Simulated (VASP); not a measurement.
Write the native input for VASP 6.6.1 that does the following.

- Task: relaxation of cell and atoms
- Functional: PBEsol
- Potentials or basis: VASP PAW PBE potentials, release 64 (W_sv, Se)
- Cutoff: 600 eV
- k mesh: 9 × 9 × 2
- Occupations: gaussian, width 0.03 eV
- Spin: no spin polarisation
- Further INCAR settings: ALGO = Normal; EDIFF = 1e-07; IBRION = 2; EDIFFG = -0.005; NSW = 90; ISIF = 3

The structure of WSe2 lies in POSCAR:

```
WSe2                                    
1.0
    3.2735688133      0.0000000000      0.0000000000
   -1.6367844067      2.8349937534     -0.0000000000
   -0.0000000000     -0.0000000000     13.2201679596
  W               Se            
     2     4
Direct
     0.3333333332999970    0.6666666667000030    0.2500000000000000
     0.6666666667000030    0.3333333332999970    0.7500000000000000
     0.3333333332999970    0.6666666667000030    0.6231728638109019
     0.6666666667000030    0.3333333332999970    0.1231728638109017
     0.3333333332999970    0.6666666667000030    0.8768271361890981
     0.6666666667000030    0.3333333332999970    0.3768271361890984
```

These files were run (other wordings do the same):

INCAR

```
PREC = Accurate
ENCUT = 600
EDIFF = 1E-7
ISMEAR = 0
SIGMA = 0.03
LREAL = False
LASPH = True
NELM = 80
ALGO = Normal
ISIF = 3
LWAVE = False
LCHARG = False
GGA = PS
IBRION = 2
NSW = 90
EDIFFG = -0.005
KPAR = 2
```

KPOINTS

```
regular mesh
0
Gamma
  9 9 2
```

Potentials or basis: VASP PAW PBE potentials, release 64 (W_sv, Se).

Run with:

```sh
$ cat potpaw_PBE.64/W_sv/POTCAR potpaw_PBE.64/Se/POTCAR > POTCAR
$ mpirun -np 2 vasp_std > vasp.out
```

Results of the run:

* Pressure after relaxing: 0.0 GPa
* Band gap on the k mesh: 1.13 eV, indirect (least direct gap 1.59 eV)

Caveat: the relaxation stopped at its first step, so nothing moved; the PAW data sets were made with another functional, which shifts forces and pressure a little; spin-orbit coupling is left out, which moves the levels of the heavy elements; an odd mesh through Γ misses points on the zone boundary, where band edges often lie; this functional lacks dispersion, which binds the layers, so the pressure and a relaxed spacing across them are unreliable.

Run time: 58 s on 2 MPI ranks on Intel(R) Xeon(R) Platinum 8488C (Sapphire Rapids) (shared host), peak memory 0.31 GiB a rank.
